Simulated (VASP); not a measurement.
Consider the following.

```
PtAs2
1.0
    5.96881     0.00000     0.00000
    0.00000     5.96881     0.00000
    0.00000     0.00000     5.96881
As Pt
8 4
Cartesian
  3.68275   5.27046   0.69835
  0.69835   3.68275   5.27046
  3.68275   3.68275   3.68275
  2.28605   2.28605   2.28605
  5.27046   0.69835   3.68275
  5.27046   2.28605   0.69835
  0.69835   5.27046   2.28605
  2.28605   0.69835   5.27046
  0.00000   2.98440   2.98440
  2.98440   0.00000   2.98440
  0.00000   0.00000   0.00000
  2.98440   2.98440   0.00000
```

Method: PBE GGA, VASP's PBE PAW potentials (set 64) (plane waves; VASP). Settings: 300 eV cut-off, 5×5×5 Γ-centred mesh, Fermi-Dirac smearing of 0.010 eV, potentials As Pt.

At this cut-off the stress carries a Pulay error, which pulls relaxed volumes low.

### Question
Predict the energy per atom (σ→0), pressure.

### Answer

```yaml
energy per atom (σ→0): -5.651 eV/atom
pressure: 66.6 kbar
```

Total energies compare only between runs with the same potentials, cut-off and functional.

The structure is a typed PtAs2 crystal. The cell was not relaxed at this level.
